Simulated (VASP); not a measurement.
A convergence study with VASP on V (bcc): a few settings are varied, all else stays as given below, so the limit is that of these other settings. The cell's lengths are 1 % over those of the tabulated start, so it is off equilibrium.

```xyz
1
Lattice="-1.5301 1.5301 1.5301 1.5301 -1.5301 1.5301 1.5301 1.5301 -1.5301" Properties=species:S:1:pos:R:3 pbc="T T T"
V      0.0000     0.0000     0.0000
```

Computed with PBE GGA, VASP's PBE PAW potentials (set 64) (plane waves; VASP). The last row used: ADDGRID = .TRUE., 500 eV cut-off, 19×19×19 Γ-centred mesh, first-order Methfessel-Paxton smearing of 0.10 eV, potentials V_sv.

| setting | E (eV/atom) | pressure (GPa) | plane waves |
|---|---|---|---|
| ADDGRID = unset, ENCUT = 200, PREC = Low | -8.0192 | -187.83 | 101 |
| ADDGRID = unset, ENCUT = 200, PREC = Normal | -8.0151 | -187.98 | 101 |
| ADDGRID = .TRUE., ENCUT = 200, PREC = Normal | -8.0148 | -187.91 | 101 |
| ADDGRID = .TRUE., ENCUT = 200, PREC = Accurate | -8.0158 | -188.22 | 101 |
| ADDGRID = unset, ENCUT = 300, PREC = Low | -8.9730 | -10.49 | 178 |
| ADDGRID = unset, ENCUT = 300, PREC = Normal | -8.9685 | -10.65 | 178 |
| ADDGRID = .TRUE., ENCUT = 300, PREC = Normal | -8.9685 | -10.61 | 178 |
| ADDGRID = .TRUE., ENCUT = 300, PREC = Accurate | -8.9687 | -10.57 | 178 |
| ADDGRID = unset, ENCUT = 400, PREC = Low | -8.9673 | -11.41 | 268 |
| ADDGRID = unset, ENCUT = 400, PREC = Normal | -8.9626 | -11.54 | 268 |
| ADDGRID = .TRUE., ENCUT = 400, PREC = Normal | -8.9627 | -11.53 | 268 |
| ADDGRID = .TRUE., ENCUT = 400, PREC = Accurate | -8.9626 | -11.54 | 268 |
| ADDGRID = unset, ENCUT = 500, PREC = Low | -8.9682 | -10.10 | 374 |
| ADDGRID = unset, ENCUT = 500, PREC = Normal | -8.9635 | -10.24 | 374 |
| ADDGRID = .TRUE., ENCUT = 500, PREC = Normal | -8.9636 | -10.23 | 374 |
| ADDGRID = .TRUE., ENCUT = 500, PREC = Accurate | -8.9636 | -10.22 | 374 |

Left out are rungs that failed or repeat a setting and relaxations that didn't move; long series are thinned to 24 rows.

The compound is V in the bcc structure. The cell was not relaxed at this level. The run is not spin-polarised, so no magnetic state was tried.
